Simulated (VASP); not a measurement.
Here is a VASP 6.6.1 calculation.

The input INCAR:

```
SYSTEM = BN
PREC = Accurate ; ENCUT = 520
EDIFF = 1E-8 ; ISMEAR = 0
SIGMA = 0.02 ; LREAL = .False.
LASPH = .True. ; NELM = 100
ALGO = Fast ; ISIF = 2
LWAVE = .False. ; LCHARG = .False.
GGA = PE ; IVDW = 12
IBRION = 6 ; NFREE = 2
POTIM = 0.015 ; NSW = 1
KPAR = 4
```

Contents of KPOINTS:

```
regular mesh
0
Gamma
  15 15 6
  0 0 0
```

The input POSCAR:

```
BN
1.0
    2.4982400000      0.0000000000      0.0000000000
   -1.2491200000      2.1635393000      0.0000000000
    0.0000000000      0.0000000000      6.6357000000
B N
2 2
Direct
    0.3333333300      0.6666666700      0.2500000000
    0.6666666700      0.3333333300      0.7500000000
    0.3333333300      0.6666666700      0.7500000000
    0.6666666700      0.3333333300      0.2500000000
```

Potentials or basis: VASP PAW PBE potentials, release 64 (B, N).

Run with:

```bash
$ cat potpaw_PBE.64/B/POTCAR potpaw_PBE.64/N/POTCAR > POTCAR
$ mpirun -np 4 vasp_std > vasp.out
```

Task: Estimate the highest phonon frequency at Γ, LO-TO splitting left out.

Result: 1370 cm⁻¹.

Task: Estimate the dispersion energy per atom.

Result: -0.142 eV.

Phonon frequencies in cm⁻¹ (negative: imaginary):
```
              q point                                  frequencies
(0.000, 0.000, 0.000)  0 0 0 47 47 117 743 795 1370 1370 1370 1370
```
